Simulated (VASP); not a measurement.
A run of VASP 6.6.1:

INCAR

```
SYSTEM = CaCd2Ga2
PREC     = Accurate       ! precision mode
ENCUT    = 600            ! plane-wave cutoff, eV
EDIFF    = 1E-6           ! SCF threshold, eV
ISMEAR   = -1             ! smearing method
SIGMA    = 0.1            ! smearing width, eV
LREAL    = .FALSE.        ! projectors in reciprocal space
LASPH    = .TRUE.         ! aspherical terms in the spheres
NELM     = 100            ! most SCF steps
ALGO     = Normal         ! electronic algorithm
ISIF     = 3              ! what is computed and relaxed
LWAVE    = .FALSE.        ! write WAVECAR
LCHARG   = .FALSE.        ! write CHGCAR
GGA      = PE             ! functional
IBRION   = 2              ! ionic algorithm
NSW      = 60             ! ionic steps
EDIFFG   = -0.01          ! ionic threshold
ISYM     = 0
```

File KPOINTS:

```
Automatic mesh
0
G
  5 5 3
  0 0 0
```

File POSCAR:

```
CaCd2Ga2
1.0
    2.1662760000      3.7520990000      0.0000000000
   -2.1662760000      3.7520990000      0.0000000000
    0.0000000000      0.0000000000      7.1223210000
Cd Ca Ga
2 1 2
Direct
    0.3333000000      0.3334000000      0.6369000000
    0.6667000000      0.6666000000      0.3631000000
    0.0000000000      0.0000000000      0.0000000000
    0.3333000000      0.3334000000      0.2405000000
    0.6667000000      0.6666000000      0.7595000000
```

Potentials or basis: VASP PAW PBE potentials, release 64 (Cd, Ca_sv, Ga_d).

Command:

```bash
$ cat potpaw_PBE.64/Cd/POTCAR potpaw_PBE.64/Ca_sv/POTCAR potpaw_PBE.64/Ga_d/POTCAR > POTCAR
$ mpirun -np 1 vasp_std > vasp.out
```

Hardware: 1 thread of AMD EPYC 9R45 96-Core Processor (Zen 5) (shared host).

How long does it take, and how much memory?

Wall time 15 min on 1 thread of AMD EPYC 9R45 96-Core Processor (Zen 5), on a shared host, peak memory 0.39 GiB. Counts: scf iterations 127, k points 38, ion steps 17.
